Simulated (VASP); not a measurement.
Output of a VASP run:

### OUTCAR
```
 ion  position               nearest neighbor table
   1  0.000  0.000  0.000-   2 2.52   3 2.52   4 2.52   2 2.52   3 2.52   2 2.52   4 2.52   2 2.52
                             3 2.52   4 2.52   3 2.52   4 2.52
   2  0.000  0.500  0.500-   1 2.52   3 2.52   4 2.52   1 2.52   4 2.52   1 2.52   3 2.52   1 2.52
                             3 2.52   4 2.52   4 2.52   3 2.52
   3  0.500  0.000  0.500-   1 2.52   2 2.52   4 2.52   1 2.52   4 2.52   2 2.52   4 2.52   4 2.52
                             1 2.52   2 2.52   1 2.52   2 2.52
   4  0.500  0.500  0.000-   1 2.52   2 2.52   3 2.52   2 2.52   3 2.52   1 2.52   3 2.52   3 2.52
                             1 2.52   2 2.52   2 2.52   1 2.52
  LATTYP: Found a simple cubic cell.
 ALAT       =     3.5700000000
 Subroutine PRICEL returns:
 Original cell was already a primitive cell.
 Subroutine GETGRP returns: Found 48 space group operations
The static configuration has the point symmetry O_h .
The dynamic configuration has the point symmetry O_h .
The overall configuration has the point symmetry O_h .
 Subroutine INISYM returns: Found 48 space group operations
 Subroutine IBZKPT returns following result:
 Found     35 irreducible k-points:

 Following reciprocal coordinates:
            Coordinates               Weight
  0.000000  0.000000  0.000000      1.000000
  0.125000  0.000000  0.000000      6.000000
  0.250000  0.000000  0.000000      6.000000
  0.375000  0.000000  0.000000      6.000000
  0.500000  0.000000  0.000000      3.000000
  0.125000  0.125000  0.000000     12.000000
  0.250000  0.125000  0.000000     24.000000
  0.375000  0.125000  0.000000     24.000000
  0.500000  0.125000  0.000000     12.000000
  0.250000  0.250000  0.000000     12.000000
  0.375000  0.250000  0.000000     24.000000
  0.500000  0.250000  0.000000     12.000000
  0.375000  0.375000  0.000000     12.000000
  0.500000  0.375000  0.000000     12.000000
  0.500000  0.500000  0.000000      3.000000
  0.125000  0.125000  0.125000      8.000000
  0.250000  0.125000  0.125000     24.000000
  0.375000  0.125000  0.125000     24.000000
  0.500000  0.125000  0.125000     12.000000
  0.250000  0.250000  0.125000     24.000000
  0.375000  0.250000  0.125000     48.000000
  0.500000  0.250000  0.125000     24.000000
  0.375000  0.375000  0.125000     24.000000
  0.500000  0.375000  0.125000     24.000000
  0.500000  0.500000  0.125000      6.000000
  0.250000  0.250000  0.250000      8.000000
  0.375000  0.250000  0.250000     24.000000
  0.500000  0.250000  0.250000     12.000000
  0.375000  0.375000  0.250000     24.000000
  0.500000  0.375000  0.250000     24.000000
  0.500000  0.500000  0.250000      6.000000
  0.375000  0.375000  0.375000      8.000000
  0.500000  0.375000  0.375000     12.000000
  0.500000  0.500000  0.375000      6.000000
  0.500000  0.500000  0.500000      1.000000
   k-points           NKPTS =     35   k-points in BZ     NKDIM =     35   number of bands    NBANDS=     24
   number of dos      NEDOS =    301   number of ions     NIONS =      4
   total plane-waves  NPLWV =  13824
   dimension x,y,z NGX =    24 NGY =   24 NGZ =   24
   dimension x,y,z NGXF=    48 NGYF=   48 NGZF=   48
   ions per type =               1   3
   PREC   = accura    normal or accurate (medium, high low for compatibility)
   ISTART =      0    job   : 0-new  1-cont  2-samecut
   ICHARG =      2    charge: 1-file 2-atom 10-const
   ISPIN  =      2    spin polarized calculation?
   LNONCOLLINEAR =      F non collinear calculations
   LSORBIT =      F    spin-orbit coupling
   INIWAV =      1    electr: 0-lowe 1-rand  2-diag
   ENCUT  =  400.0 eV  29.40 Ry    5.42 a.u.   5.82  5.82  5.82*2*pi/ulx,y,z
   NELM   =    100;   NELMIN=  2; NELMDL= -5     # of ELM steps
   EDIFF  = 0.1E-05   stopping-criterion for ELM
   LREAL  =      F    real-space projection
   NLSPLINE    = F    spline interpolate recip. space projectors
   LMAXMIX     =    4 max onsite mixed and CHGCAR
   VOSKOWN=      0    Vosko Wilk Nusair interpolation
   EDIFFG = 0.1E-04   stopping-criterion for IOM
   NSW    =      0    number of steps for IOM
...
```

OSZICAR:
```
       N       E                     dE             d eps       ncg     rms          rms(c)
DAV:   1     0.166767121071E+03    0.16677E+03   -0.12298E+04  3376   0.145E+03
DAV:   2    -0.170495217152E+02   -0.18382E+03   -0.17432E+03  3360   0.293E+02
DAV:   3    -0.242924534048E+02   -0.72429E+01   -0.70319E+01  4096   0.806E+01
DAV:   4    -0.243989574284E+02   -0.10650E+00   -0.10646E+00  4200   0.838E+00
DAV:   5    -0.244022013375E+02   -0.32439E-02   -0.32438E-02  4424   0.134E+00    0.238E+01
DAV:   6    -0.272358981288E+02   -0.28337E+01   -0.52319E+01  3864   0.122E+02    0.241E+01
DAV:   7    -0.219308712958E+02    0.53050E+01   -0.16729E+01  3880   0.676E+01    0.259E+00
DAV:   8    -0.219221555898E+02    0.87157E-02   -0.35994E-01  3808   0.484E+00    0.161E+00
DAV:   9    -0.219023965811E+02    0.19759E-01   -0.25218E-02  4704   0.216E+00    0.976E-01
DAV:  10    -0.218975312698E+02    0.48653E-02   -0.41257E-03  4384   0.814E-01    0.202E-01
DAV:  11    -0.218973344362E+02    0.19683E-03   -0.40132E-04  4512   0.255E-01    0.110E-01
DAV:  12    -0.218972776063E+02    0.56830E-04   -0.59681E-05  4376   0.105E-01    0.578E-02
DAV:  13    -0.218972746614E+02    0.29449E-05   -0.16001E-05  4280   0.423E-02    0.200E-02
DAV:  14    -0.218972751411E+02   -0.47970E-06   -0.37021E-06  3520   0.302E-02
   1 F= -.21897275E+02 E0= -.21896840E+02  d E =-.130558E-02  mag=     0.7589
```

**OUTCAR**
```
------------------------ aborting loop because EDIFF is reached ----------------------------------------
  FORCE on cell =-STRESS in cart. coord.  units (eV):
  Direction    XX          YY          ZZ          XY          YZ          ZX
  --------------------------------------------------------------------------------------
  Total       -0.2081176     -0.2081176     -0.2081176      0.0000000      0.0000000      0.0000000
  in kB       -7.3284930     -7.3284930     -7.3284930      0.0000000      0.0000000      0.0000000
  external PRESSURE =      -7.3284930 kB  Pullay stress =       0.0000000 kB
  volume of cell :       45.50
      direct lattice vectors                 reciprocal lattice vectors
     3.570000000  0.000000000  0.000000000     0.280112045  0.000000000  0.000000000
     0.000000000  3.570000000  0.000000000     0.000000000  0.280112045  0.000000000
     0.000000000  0.000000000  3.570000000     0.000000000  0.000000000  0.280112045
 POSITION                                       TOTAL-FORCE (eV/Angst)
 -----------------------------------------------------------------------------------
      0.00000      0.00000      0.00000         0.000000      0.000000      0.000000
      0.00000      1.78500      1.78500         0.000000      0.000000      0.000000
      1.78500      0.00000      1.78500         0.000000      0.000000      0.000000
      1.78500      1.78500      0.00000         0.000000      0.000000      0.000000
 -----------------------------------------------------------------------------------
    total drift:                                0.000000     -0.000000     -0.000000
  FREE ENERGIE OF THE ION-ELECTRON SYSTEM (eV)
  ---------------------------------------------------
  free  energy   TOTEN  =       -21.8972751411 eV

  energy  without entropy=      -21.8959695645  energy(sigma->0) =      -21.89683995

 total charge

# of ion       s       p       d       tot
------------------------------------------
    1        0.408   0.389   0.000   0.797
    2        0.490   0.509   8.373   9.372
    3        0.490   0.509   8.373   9.372
    4        0.490   0.509   8.373   9.372
--------------------------------------------------
tot          1.878   1.917  25.118  28.913

 magnetization (x)

# of ion       s       p       d       tot
------------------------------------------
    1       -0.000  -0.008   0.000  -0.009
    2       -0.003  -0.010   0.284   0.271
    3       -0.003  -0.010   0.284   0.271
    4       -0.003  -0.010   0.284   0.271
--------------------------------------------------
tot         -0.010  -0.038   0.852   0.804
```
(Selected blocks of OUTCAR.)

POSCAR:
```
Ni3Al
1
    3.5700000000     0.0000000000     0.0000000000
    0.0000000000     3.5700000000     0.0000000000
    0.0000000000     0.0000000000     3.5700000000
Al Ni
1 3
Direct
  0.0000000000   0.0000000000   0.0000000000
  0.0000000000   0.5000000000   0.5000000000
  0.5000000000   0.0000000000   0.5000000000
  0.5000000000   0.5000000000   0.0000000000
```

**Question.** Reconstruct the remaining input files.

**Answer.** This is not unique; one that fits is the input of the run itself, PBE GGA, plane waves, VASP's PBE PAW potentials (set 64).

### INCAR
```
ALGO=Normal
EDIFF=1E-6
ENCUT=400
GGA=PE
ISIF=2
ISMEAR=1
ISPIN=2
LASPH=.TRUE.
LCHARG=.FALSE.
LMAXMIX=4
LORBIT=10
LREAL=.FALSE.
LWAVE=.FALSE.
MAGMOM=0.0 3*2.5
NELM=100
PREC=Accurate
SIGMA=0.1
SYSTEM=Ni3Al
```

File KPOINTS:
```
Automatic mesh
0
gamma
8 8 8
```

POTCAR, in this order: Al Ni (PBE.64 set). Program: vasp_std.

The compound is Ni3Al in the L1_2 structure. The cell was not relaxed at this level. The run is one of a series of settings (MAGMOM = 0.0 2.5 2.5 2.5 against the base run), some of them coarse on purpose.
